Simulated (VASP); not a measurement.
A cell of Ta (bcc) near equilibrium:

```yaml
crystal:
  lattice:
    - [-1.65257, 1.65257, 1.65257]
    - [1.65257, -1.65257, 1.65257]
    - [1.65257, 1.65257, -1.65257]
  atoms:
    - { symbol: Ta, position: [0.00000, 0.00000, 0.00000] }
```

These are r2SCAN meta-GGA, VASP's PBE PAW potentials (set 64) (plane waves; VASP 6.6.1) values and carry that method's errors.

```json
[
 {"run": "as it is", "ΔE (meV/atom)": "0.0", "σxx": "0.05", "σyy": "0.05", "σzz": "0.05", "largest shear component, with its sign (GPa)": "0.00", "largest force (eV/Å)": "0.000"},
 {"run": "after one change", "ΔE (meV/atom)": "0.4", "σxx": "1.46", "σyy": "1.03", "σzz": "1.03", "largest shear component, with its sign (GPa)": "0.00", "largest force (eV/Å)": "0.000"}
]
```
Stress is in GPa, positive when the cell is compressed.

Q: Name the change that produced these shifts.
A) isotropic strain of -3.0 %
B) biaxial strain of -4.0 % in the xy plane
C) uniaxial strain of +0.5 % along x
D) uniaxial strain of -0.5 % along x

A: D, uniaxial strain of -0.5 % along x

The compound is Ta in the bcc structure.
